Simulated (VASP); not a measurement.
VASP ran on this input.

POSCAR:
```
TaAl
1
   -0.0000000000     2.9583139331     2.9583139331
    2.9583139331     0.0000000000     2.9583139331
    2.9583139331     2.9583139331     0.0000000000
Ta Al
1 1
Direct
  0.0000000000   0.0000000000   0.0000000000
  0.2500000000   0.2500000000   0.2500000000
```

INCAR:
```
ALGO = Normal
EDIFF = 1E-7
ENCUT = 400
GGA = PS
ISIF = 2
ISMEAR = -5
LASPH = .True.
LCHARG = .True.
LMAXMIX = 6
LORBIT = 11
LREAL = .False.
LWAVE = .False.
NEDOS = 601
NELM = 100
PREC = Accurate
SYSTEM = TaAl
```

### KPOINTS
```
Automatic mesh
0
Gamma
  12 12 12
0 0 0
```

POTCAR, in this order: Ta_pv Al (PBE.64 set). Program: vasp_std.

Problem. Write an equivalent input for Quantum ESPRESSO's pw.x.

Solution. One equivalent input (not run):
```
&CONTROL
  calculation = 'scf'
  pseudo_dir = './pseudo'
  outdir = './out'
  tprnfor = .true.
  tstress = .true.
/
&SYSTEM
  ibrav = 0
  nat = 2
  ntyp = 2
  ecutwfc = 58
  occupations = 'tetrahedra'
  input_dft = 'pbesol'
/
&ELECTRONS
  conv_thr = 7.3e-09
  electron_maxstep = 100
/
ATOMIC_SPECIES
  Ta 180.948 Ta.upf
  Al 26.982 Al.upf
CELL_PARAMETERS angstrom
    -0.0000000    2.9583139    2.9583139
     2.9583139    0.0000000    2.9583139
     2.9583139    2.9583139    0.0000000
ATOMIC_POSITIONS crystal
  Ta   0.0000000  0.0000000  0.0000000
  Al   0.2500000  0.2500000  0.2500000
K_POINTS automatic
  12 12 12 0 0 0
```
What does not carry over: the potentials are each code's own (VASP's PAW set, PseudoDojo norm-conserving files in pw.x), so ENCUT and ecutwfc are chosen apart and not converted; conv_thr bounds pw.x's estimated SCF error, while EDIFF bounds the energy change between steps.

The structure was generated: TaAl was put into the zinc blende type (F-43m), which need not be its known phase. It was relaxed first, which changed the volume by -32 %.
